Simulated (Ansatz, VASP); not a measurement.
One calculation of Be3TeF4, two programs

```
CELL_PARAMETERS angstrom
4.84635 0.00000 0.00000
0.00000 4.84635 0.00000
0.00000 0.00000 4.84635
ATOMIC_POSITIONS crystal
Be 0.50000 0.00000 0.00000
Be 0.00000 0.50000 0.00000
Be 0.00000 0.00000 0.50000
Te 0.50000 0.50000 0.50000
F 0.00000 0.00000 0.00000
F 0.00000 0.50000 0.50000
F 0.50000 0.00000 0.50000
F 0.50000 0.50000 0.00000
```

Alike in both runs: functional PBE; k mesh 8 × 8 × 8; occupations gaussian, width 0.1 eV; no spin polarisation.

Ansatz relaxed the structure, and its values are those at the end. VASP's run is a single point on that final structure, the one shown.

|  | VASP | Ansatz |
| --- | --- | --- |
| version | VASP 6.6.1 | Ansatz 0.2.0 |
| potentials or method | VASP PAW PBE potentials, release 64 (Be, Te, F) | scalar-relativistic, plane waves, PAW |
| plane-wave cutoff (eV) | 520 | 420 |
| valence electrons in the cell | 40 | 50 |

|  | VASP | Ansatz | Ansatz less VASP |
| --- | --- | --- | --- |
| gap on the k mesh at the Fermi level (eV) | none | none | - |
| pressure (GPa) | -0.4 | 0.0 | +0.41 |

A gap of «none» marks a metal or a gap that the smearing closes. The functional is the same, so the differences come from potentials, cutoffs and numerics. The two sets of potentials don't hold the same shells in valence.

Spin-orbit coupling is left out, which matters for the levels of Te.
